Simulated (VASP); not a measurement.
Given:

```
CELL_PARAMETERS angstrom
      1.25726    -2.17764     0.00000
      1.25726     2.17764     0.00000
      0.00000     0.00000     6.75868
ATOMIC_POSITIONS crystal
  C  0.00000 0.00000 0.25000
  C  0.00000 0.00000 0.75000
  C  0.33333 0.66667 0.25000
  C  0.66667 0.33333 0.75000
```

Level of theory: rev-vdW-DF2, VASP's PBE PAW potentials (set 64) (plane waves; VASP 6.6.1). Run with 520 eV cut-off, 10×10×4 Γ-centred mesh, Gaussian smearing of 0.050 eV, potentials C.

Problem. The ions and cell shape at fixed volume are relaxed. Which structure does the run end with?

Solution. 
```
CELL_PARAMETERS angstrom
      1.23452    -2.13826     0.00000
      1.23452     2.13826     0.00000
      0.00000     0.00000     7.00995
ATOMIC_POSITIONS crystal
  C  0.00000 0.00000 0.25000
  C  0.00000 0.00000 0.75000
  C  0.33333 0.66667 0.25000
  C  0.66667 0.33333 0.75000
```
Space group P6_3/mmc (194), at a tolerance of 0.03 Å.

Problem. How much energy does the relaxation gain?

Solution. The energy (σ→0) changes by -23.1 meV/atom, in 3 ionic steps.

The compound is C in the graphite structure. This cell is one point of a volume scan, at 1.06 of the reference volume. Symmetry was kept, so distortions that lower it aren't found.
